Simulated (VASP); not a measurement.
All values below come from optB88-vdW, VASP's PBE PAW potentials (set 64) (plane waves; VASP).

A VASP calculation is set up with these files.

File KPOINTS:
```
Automatic mesh
0
gamma
 12 12 7
0 0 0
```

**INCAR**
```
# general
SYSTEM    =  Sc
PREC      =  Accurate
ENCUT     =  520
LREAL     =  .FALSE.
LASPH     =  .TRUE.

# electronic loop
EDIFF     =  1E-6
NELM      =  100
ALGO      =  Normal
LMAXMIX   =  4

# smearing
ISMEAR    =  1
SIGMA     =  0.1

# functional
GGA       =  BO
LUSE_VDW  =  .TRUE.
AGGAC     =  0.0
PARAM1    =  0.1833333333
PARAM2    =  0.22

# ions
IBRION    =  2
NSW       =  60
ISIF      =  3
EDIFFG    =  -0.01

# output
LWAVE     =  .FALSE.
LCHARG    =  .FALSE.
```

### POSCAR
```
Sc
1
    1.6440970350    -2.8476595124    -0.0000000000
    1.6440970350     2.8476595124     0.0000000000
   -0.0000000000    -0.0000000000     5.0989840632
Sc
2
Direct
  0.3333330000   0.6666670000   0.2500000000
  0.6666670000   0.3333330000   0.7500000000
```

POTCAR, in this order: Sc_sv (PBE.64 set). Program: vasp_std.

The run wrote:

OUTCAR:
```
 ion  position               nearest neighbor table
   1  0.333  0.667  0.250-   2 3.18   2 3.18   2 3.18   2 3.18   2 3.18   2 3.18
   2  0.667  0.333  0.750-   1 3.18   1 3.18   1 3.18   1 3.18   1 3.18   1 3.18
  LATTYP: Found a hexagonal cell.
 ALAT       =     3.2881939966
 C/A-ratio  =     1.5506944142
 Subroutine PRICEL returns:
 Original cell was already a primitive cell.
 Subroutine GETGRP returns: Found 24 space group operations
The static configuration has the point symmetry D_3d.
 The point group associated with its full space group is D_6h.
The dynamic configuration has the point symmetry D_3d.
 Subroutine INISYM returns: Found 24 space group operations
 Subroutine IBZKPT returns following result:
 Found     76 irreducible k-points:

 Following reciprocal coordinates:
            Coordinates               Weight
  0.000000  0.000000  0.000000      1.000000
  0.083333 -0.000000  0.000000      6.000000
  0.166667 -0.000000  0.000000      6.000000
  0.250000  0.000000  0.000000      6.000000
  0.333333  0.000000  0.000000      6.000000
  0.416667 -0.000000  0.000000      6.000000
  0.500000  0.000000  0.000000      3.000000
...
```

OSZICAR:
```
       N       E                     dE             d eps       ncg     rms          rms(c)
DAV:   1     0.388492337373E+03    0.38849E+03   -0.11167E+04  2288   0.157E+03
DAV:   2     0.151193567764E+02   -0.37337E+03   -0.36779E+03  3159   0.659E+02
DAV:   3    -0.767842956337E+01   -0.22798E+02   -0.22332E+02  3839   0.188E+02
DAV:   4    -0.810714037644E+01   -0.42871E+00   -0.39309E+00  3461   0.228E+01
DAV:   5    -0.811318066790E+01   -0.60403E-02   -0.60246E-02  3847   0.284E+00    0.759E+00
DAV:   6    -0.708883233159E+01    0.10243E+01   -0.24235E+00  2868   0.205E+01    0.229E+00
DAV:   7    -0.695660220525E+01    0.13223E+00   -0.57291E-01  2980   0.908E+00    0.796E-01
DAV:   8    -0.694860164544E+01    0.80006E-02   -0.25314E-02  3120   0.244E+00    0.208E-01
DAV:   9    -0.694786000093E+01    0.74164E-03   -0.61499E-03  2945   0.984E-01    0.326E-02
DAV:  10    -0.694793909191E+01   -0.79091E-04   -0.22309E-04  3590   0.202E-01    0.852E-03
DAV:  11    -0.694793756475E+01    0.15272E-05   -0.59016E-06  3032   0.346E-02    0.260E-03
DAV:  12    -0.694793903927E+01   -0.14745E-05   -0.49881E-07  1840   0.131E-02    0.978E-04
DAV:  13    -0.694793872894E+01    0.31033E-06   -0.16534E-07  1693   0.787E-03
   1 F= -.69479387E+01 E0= -.69476239E+01  d E =-.694794E+01
       N       E                     dE             d eps       ncg     rms          rms(c)
DAV:   1    -0.694917641128E+01   -0.12374E-02   -0.46401E-02  3351   0.431E+00    0.233E-01
DAV:   2    -0.694813754933E+01    0.10389E-02   -0.37837E-03  3315   0.920E-01    0.765E-02
DAV:   3    -0.694802800106E+01    0.10955E-03   -0.37704E-04  3763   0.274E-01    0.323E-02
DAV:   4    -0.694801639373E+01    0.11607E-04   -0.29332E-05  4338   0.709E-02    0.368E-03
DAV:   5    -0.694801629312E+01    0.10061E-06   -0.75893E-07  1693   0.148E-02
   2 F= -.69480163E+01 E0= -.69477165E+01  d E =-.775642E-04
       N       E                     dE             d eps       ncg     rms          rms(c)
DAV:   1    -0.694803130059E+01   -0.14907E-04   -0.56227E-04  3354   0.476E-01    0.254E-02
DAV:   2    -0.694801960230E+01    0.11698E-04   -0.45909E-05  3382   0.105E-01    0.842E-03
DAV:   3    -0.694801816420E+01    0.14381E-05   -0.43606E-06  2548   0.306E-02    0.361E-03
DAV:   4    -0.694801784867E+01    0.31553E-06   -0.52906E-07  1378   0.100E-02
   3 F= -.69480178E+01 E0= -.69477197E+01  d E =-.791197E-04
       N       E                     dE             d eps       ncg     rms          rms(c)
DAV:   1    -0.694807214150E+01   -0.53977E-04   -0.22347E-03  3342   0.949E-01    0.510E-02
DAV:   2    -0.694802322547E+01    0.48916E-04   -0.18496E-04  3388   0.207E-01    0.169E-02
DAV:   3    -0.694801773541E+01    0.54901E-05   -0.18510E-05  3696   0.609E-02    0.717E-03
DAV:   4    -0.694801673290E+01    0.10025E-05   -0.10435E-06  1441   0.163E-02    0.969E-04
DAV:   5    -0.694801673043E+01    0.24643E-08   -0.26028E-07  1245   0.999E-03
   4 F= -.69480167E+01 E0= -.69477220E+01  d E =-.780015E-04
       N       E                     dE             d eps       ncg     rms          rms(c)
DAV:   1    -0.694804120544E+01   -0.24473E-04   -0.92849E-04  3348   0.610E-01    0.331E-02
DAV:   2    -0.694802004135E+01    0.21164E-04   -0.77585E-05  3372   0.134E-01    0.110E-02
DAV:   3    -0.694801790263E+01    0.21387E-05   -0.72004E-06  2609   0.392E-02    0.479E-03
DAV:   4    -0.694801799820E+01   -0.95576E-07   -0.88352E-07  1267   0.120E-02
   5 F= -.69480180E+01 E0= -.69477211E+01  d E =-.792693E-04
       N       E                     dE             d eps       ncg     rms          rms(c)
DAV:   1    -0.694810887671E+01   -0.90974E-04   -0.66242E-03  2819   0.177E+00    0.714E-02
DAV:   2    -0.694805348600E+01    0.55391E-04   -0.65479E-04  3469   0.511E-01    0.339E-02
DAV:   3    -0.694802981797E+01    0.23668E-04   -0.61120E-05  3702   0.117E-01    0.115E-02
DAV:   4    -0.694802882669E+01    0.99128E-06   -0.49979E-06  2666   0.278E-02
   6 F= -.69480288E+01 E0= -.69477309E+01  d E =-.108285E-04
```

**OUTCAR**
```
------------------------ aborting loop because EDIFF is reached ----------------------------------------
  FORCE on cell =-STRESS in cart. coord.  units (eV):
  Direction    XX          YY          ZZ          XY          YZ          ZX
  --------------------------------------------------------------------------------------
  Total       -0.0055833     -0.0055833     -0.0187097     -0.0000000     -0.0000000      0.0000000
  in kB       -0.1870046     -0.1870046     -0.6266563     -0.0000000     -0.0000000      0.0000000
  external PRESSURE =      -0.3335552 kB  Pullay stress =       0.0000000 kB
  volume of cell :       47.84
      direct lattice vectors                 reciprocal lattice vectors
     1.646622065 -2.852032992  0.000000000     0.303651949 -0.175313540  0.000000000
     1.646622065  2.852032992 -0.000000000     0.303651949  0.175313540  0.000000000
    -0.000000000 -0.000000000  5.092951722     0.000000000  0.000000000  0.196349790
 POSITION                                       TOTAL-FORCE (eV/Angst)
 -----------------------------------------------------------------------------------
      1.64662      0.95068      1.27324        -0.000000     -0.000000      0.000000
      1.64662     -0.95068      3.81971         0.000000      0.000000      0.000000
 -----------------------------------------------------------------------------------
    total drift:                                0.000000      0.000686     -0.000014
  FREE ENERGIE OF THE ION-ELECTRON SYSTEM (eV)
  ---------------------------------------------------
  free  energy   TOTEN  =        -6.9480288267 eV

  energy  without entropy=       -6.9471351509  energy(sigma->0) =       -6.94773093

 reached required accuracy - stopping structural energy minimisation
```
(Selected blocks of OUTCAR.)

**CONTCAR**
```
Sc
   1.00000000000000
     1.6466220649798335   -2.8520329922250740    0.0000000000000000
     1.6466220649798335    2.8520329922250740   -0.0000000000000000
    -0.0000000000000000   -0.0000000000000000    5.0929517222265170
  Sc
     2
Direct
     0.3333330000000032    0.6666669999999968    0.2500000000000000
     0.6666669999999968    0.3333330000000032    0.7500000000000000
```

The compound is Sc in the hcp structure. This run relaxes it. Symmetry was kept, so distortions that lower it aren't found. The start is the result of an earlier pass.
